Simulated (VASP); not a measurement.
Method: PBEsol GGA, VASP's PBE PAW potentials (set 64) (plane waves; VASP).

A VASP calculation is set up with these files.

### KPOINTS
```
Regular mesh
0
Gamma
  11 11 11
0 0 0
```

**POSCAR**
```
GeRh
1
   -1.7210051909     1.7210051909     4.9476177755
    1.7210051909    -1.7210051909     4.9476177755
    1.7210051909     1.7210051909    -4.9476177755
Rh Ge
2 2
Direct
  0.7434785940   0.7434785940   0.0000000000
  0.4934785940   0.9934785940   0.5000000000
  0.1725214060   0.1725214060   0.0000000000
  0.9225214060   0.4225214060   0.5000000000
```

INCAR:
```
# general
SYSTEM   =  GeRh
PREC     =  Accurate
ENCUT    =  400
LREAL    =  .FALSE.
LASPH    =  .TRUE.

# electronic loop
EDIFF    =  1E-6
NELM     =  100
ALGO     =  Normal
LMAXMIX  =  4

# smearing
ISMEAR   =  1
SIGMA    =  0.1

# functional
GGA      =  PS

# ions
IBRION   =  2
NSW      =  60
ISIF     =  3
EDIFFG   =  -0.02

# output
LWAVE    =  .FALSE.
LCHARG   =  .FALSE.
```

POTCAR, in this order: Rh_pv Ge_d (PBE.64 set). Program: vasp_std.

Output of the run:

OUTCAR:
```
 ion  position               nearest neighbor table
   1  0.743  0.743  0.000-   4 2.47   4 2.47   3 2.53   3 2.53   3 2.53   3 2.53   2 3.01   2 3.01
                             2 3.01   2 3.01
   2  0.493  0.993  0.500-   3 2.47   3 2.47   4 2.53   4 2.53   4 2.53   4 2.53   1 3.01   1 3.01
                             1 3.01   1 3.01
   3  0.173  0.173  0.000-   2 2.47   2 2.47   1 2.53   1 2.53   1 2.53   1 2.53
   4  0.923  0.423  0.500-   1 2.47   1 2.47   2 2.53   2 2.53   2 2.53   2 2.53
  LATTYP: Found a body centered tetragonal cell.
 ALAT       =     3.4420103818
 C/A-ratio  =     2.8748418666
 Subroutine PRICEL returns:
 Original cell was already a primitive cell.
 Subroutine GETGRP returns: Found  8 space group operations
The static configuration has the point symmetry C_2v.
 The point group associated with its full space group is C_4v.
The dynamic configuration has the point symmetry C_2v.
 Subroutine INISYM returns: Found  8 space group operations
 Subroutine IBZKPT returns following result:
 Found    126 irreducible k-points:

 Following reciprocal coordinates:
            Coordinates               Weight
  0.000000  0.000000  0.000000      1.000000
  0.090909  0.000000 -0.000000      8.000000
  0.181818  0.000000 -0.000000      8.000000
  0.272727  0.000000  0.000000      8.000000
  0.363636  0.000000  0.000000      8.000000
  0.454545  0.000000  0.000000      8.000000
  0.090909  0.090909 -0.000000      8.000000
  0.181818  0.090909 -0.000000     16.000000
  0.272727  0.090909  0.000000     16.000000
  0.363636  0.090909  0.000000     16.000000
  0.454545  0.090909 -0.000000     16.000000
 -0.454545  0.090909 -0.000000     16.000000
 -0.363636  0.090909  0.000000     16.000000
 -0.272727  0.090909 -0.000000     16.000000
 -0.181818  0.090909  0.000000     16.000000
 -0.090909  0.090909  0.000000      4.000000
  0.181818  0.181818 -0.000000      8.000000
  0.272727  0.181818  0.000000     16.000000
  0.363636  0.181818  0.000000     16.000000
  0.454545  0.181818  0.000000     16.000000
 -0.454545  0.181818  0.000000     16.000000
 -0.363636  0.181818 -0.000000     16.000000
 -0.272727  0.181818  0.000000     16.000000
 -0.181818  0.181818  0.000000      4.000000
  0.272727  0.272727 -0.000000      8.000000
  0.363636  0.272727  0.000000     16.000000
  0.454545  0.272727  0.000000     16.000000
 -0.454545  0.272727  0.000000     16.000000
 -0.363636  0.272727 -0.000000     16.000000
 -0.272727  0.272727  0.000000      4.000000
  0.363636  0.363636  0.000000      8.000000
  0.454545  0.363636  0.000000     16.000000
 -0.454545  0.363636  0.000000     16.000000
 -0.363636  0.363636  0.000000      4.000000
  0.454545  0.454545  0.000000      8.000000
 -0.454545  0.454545  0.000000      4.000000
  0.090909  0.090909  0.090909      8.000000
  0.181818  0.090909  0.090909     16.000000
  0.272727  0.090909  0.090909     16.000000
  0.363636  0.090909  0.090909     16.000000
   k-points           NKPTS =    126   k-points in BZ     NKDIM =    126   number of bands    NBANDS=     34
   number of dos      NEDOS =    301   number of ions     NIONS =      4
   total plane-waves  NPLWV =  46656
   dimension x,y,z NGX =    36 NGY =   36 NGZ =   36
   dimension x,y,z NGXF=    72 NGYF=   72 NGZF=   72
   ions per type =               2   2
   PREC   = accura    normal or accurate (medium, high low for compatibility)
   ISTART =      0    job   : 0-new  1-cont  2-samecut
   ICHARG =      2    charge: 1-file 2-atom 10-const
   ISPIN  =      1    spin polarized calculation?
   LNONCOLLINEAR =      F non collinear calculations
   LSORBIT =      F    spin-orbit coupling
   INIWAV =      1    electr: 0-lowe 1-rand  2-diag
...
```

### OSZICAR
```
       N       E                     dE             d eps       ncg     rms          rms(c)
DAV:   1     0.553273415056E+03    0.55327E+03   -0.27790E+04 11720   0.391E+03
DAV:   2     0.421343269774E+02   -0.51114E+03   -0.50260E+03  8640   0.760E+02
DAV:   3    -0.257289504715E+02   -0.67863E+02   -0.66293E+02  9358   0.196E+02
DAV:   4    -0.287342670129E+02   -0.30053E+01   -0.29763E+01 10088   0.440E+01
DAV:   5    -0.287972941672E+02   -0.63027E-01   -0.62945E-01  9828   0.710E+00    0.150E+01
DAV:   6    -0.281842914107E+02    0.61300E+00   -0.48717E+00  8864   0.147E+01    0.501E+00
DAV:   7    -0.280208793351E+02    0.16341E+00   -0.97399E-01  9656   0.879E+00    0.417E+00
DAV:   8    -0.279763298100E+02    0.44550E-01   -0.16990E-01  9780   0.307E+00    0.409E-01
DAV:   9    -0.279751986609E+02    0.11311E-02   -0.10614E-02 10300   0.118E+00    0.230E-01
DAV:  10    -0.279749475079E+02    0.25115E-03   -0.21088E-03 11104   0.612E-01    0.551E-02
DAV:  11    -0.279749214553E+02    0.26053E-04   -0.17966E-04  9526   0.134E-01    0.224E-02
DAV:  12    -0.279749246382E+02   -0.31829E-05   -0.90656E-06  9910   0.283E-02    0.400E-03
DAV:  13    -0.279749243145E+02    0.32375E-06   -0.79129E-07  4672   0.739E-03
   1 F= -.27974924E+02 E0= -.27975006E+02  d E =-.279749E+02
       N       E                     dE             d eps       ncg     rms          rms(c)
DAV:   1    -0.279745429129E+02    0.38173E-03   -0.10932E-01 10590   0.393E+00    0.894E-02
DAV:   2    -0.279752181347E+02   -0.67522E-03   -0.81680E-03  9628   0.739E-01    0.366E-02
DAV:   3    -0.279752064896E+02    0.11645E-04   -0.10852E-04 11536   0.980E-02    0.233E-02
DAV:   4    -0.279751992621E+02    0.72274E-05   -0.18150E-05 10914   0.472E-02    0.718E-03
DAV:   5    -0.279751982509E+02    0.10113E-05   -0.12722E-06  4996   0.104E-02    0.259E-03
DAV:   6    -0.279751978662E+02    0.38463E-06   -0.38789E-07  4406   0.846E-03
   2 F= -.27975198E+02 E0= -.27975278E+02  d E =-.273552E-03
       N       E                     dE             d eps       ncg     rms          rms(c)
DAV:   1    -0.279748038258E+02    0.39443E-03   -0.76900E-02 10574   0.330E+00    0.751E-02
DAV:   2    -0.279752786586E+02   -0.47483E-03   -0.57556E-03  9598   0.620E-01    0.306E-02
DAV:   3    -0.279752703536E+02    0.83049E-05   -0.77274E-05 11560   0.827E-02    0.194E-02
DAV:   4    -0.279752653101E+02    0.50435E-05   -0.12520E-05 10890   0.392E-02    0.615E-03
DAV:   5    -0.279752645126E+02    0.79755E-06   -0.87616E-07  4650   0.865E-03
   3 F= -.27975265E+02 E0= -.27975344E+02  d E =-.340198E-03
       N       E                     dE             d eps       ncg     rms          rms(c)
DAV:   1    -0.279775898691E+02   -0.23246E-02   -0.79119E-02 11218   0.332E+00    0.392E-01
DAV:   2    -0.279756660110E+02    0.19239E-02   -0.16858E-02  8738   0.104E+00    0.146E-01
DAV:   3    -0.279752479043E+02    0.41811E-03   -0.16369E-03  9310   0.396E-01    0.680E-02
DAV:   4    -0.279751375920E+02    0.11031E-03   -0.39743E-04 10448   0.202E-01    0.210E-02
DAV:   5    -0.279751349723E+02    0.26197E-05   -0.30217E-05  9842   0.705E-02    0.142E-02
DAV:   6    -0.279751353572E+02   -0.38485E-06   -0.59302E-06  9084   0.297E-02
   4 F= -.27975135E+02 E0= -.27975217E+02  d E =0.129155E-03
       N       E                     dE             d eps       ncg     rms          rms(c)
DAV:   1    -0.279752290920E+02   -0.94120E-04   -0.34865E-03 11132   0.696E-01    0.820E-02
DAV:   2    -0.279751430450E+02    0.86047E-04   -0.75147E-04  8738   0.219E-01    0.308E-02
DAV:   3    -0.279751253428E+02    0.17702E-04   -0.72828E-05  9332   0.836E-02    0.142E-02
DAV:   4    -0.279751209715E+02    0.43713E-05   -0.17444E-05 10420   0.426E-02    0.444E-03
DAV:   5    -0.279751210643E+02   -0.92859E-07   -0.11075E-06  4786   0.148E-02
   5 F= -.27975121E+02 E0= -.27975203E+02  d E =0.143448E-03
       N       E                     dE             d eps       ncg     rms          rms(c)
DAV:   1    -0.279752044236E+02   -0.83452E-04   -0.22624E-03 11256   0.562E-01    0.663E-02
DAV:   2    -0.279751506253E+02    0.53798E-04   -0.48530E-04  8742   0.176E-01    0.249E-02
DAV:   3    -0.279751376540E+02    0.12971E-04   -0.47100E-05  9320   0.671E-02    0.117E-02
DAV:   4    -0.279751339478E+02    0.37062E-05   -0.11468E-05 10414   0.343E-02    0.353E-03
DAV:   5    -0.279751335805E+02    0.36728E-06   -0.70916E-07  4414   0.120E-02
   6 F= -.27975134E+02 E0= -.27975215E+02  d E =0.130932E-03
```

### OUTCAR
```
------------------------ aborting loop because EDIFF is reached ----------------------------------------
  FORCE on cell =-STRESS in cart. coord.  units (eV):
  Direction    XX          YY          ZZ          XY          YZ          ZX
  --------------------------------------------------------------------------------------
  Total        0.0429670      0.0429670     -0.0625776      0.0000000      0.0000000      0.0000000
  in kB        1.1757009      1.1757009     -1.7123036      0.0000000      0.0000000      0.0000000
  external PRESSURE =       0.2130327 kB  Pullay stress =       0.0000000 kB
  volume of cell :       58.55
      direct lattice vectors                 reciprocal lattice vectors
    -1.720907828  1.720907828  4.942801639     0.000000000  0.290544323  0.101157205
     1.720907828 -1.720907828  4.942801639     0.290544323  0.000000000  0.101157205
     1.720907828  1.720907828 -4.942801639     0.290544323  0.290544323  0.000000000
 POSITION                                       TOTAL-FORCE (eV/Angst)
 -----------------------------------------------------------------------------------
      0.00000      0.00000      7.34457         0.000000     -0.000000      0.006910
      1.72091      0.00000      4.87316        -0.000000      0.000000      0.006910
      0.00000      0.00000      1.71065         0.000000      0.000000     -0.006910
      0.00000      1.72091      4.18205         0.000000      0.000000     -0.006910
 -----------------------------------------------------------------------------------
    total drift:                                0.000001      0.000001      0.000199
  FREE ENERGIE OF THE ION-ELECTRON SYSTEM (eV)
  ---------------------------------------------------
  free  energy   TOTEN  =       -27.9751335805 eV

  energy  without entropy=      -27.9753791566  energy(sigma->0) =      -27.97521544

 reached required accuracy - stopping structural energy minimisation
```
(Selected blocks of OUTCAR.)

CONTCAR:
```
GeRh
   1.00000000000000
    -1.7209078278657628    1.7209078278657628    4.9428016394541796
     1.7209078278657628   -1.7209078278657628    4.9428016394541796
     1.7209078278657628    1.7209078278657628   -4.9428016394541796
  Rh              Ge
     2     2
Direct
     0.7429557291709146    0.7429557291709146    0.0000000000000000
     0.4929557291709145    0.9929557291709146    0.5000000000000000
     0.1730442708290894    0.1730442708290894    0.0000000000000000
     0.9230442708290894    0.4230442708290894    0.5000000000000000
```

The structure was generated: GeRh was put into the NbAs type (I4_1md), which need not be its known phase. This run relaxes it. Symmetry was kept, so distortions that lower it aren't found. The start is the result of an earlier pass.
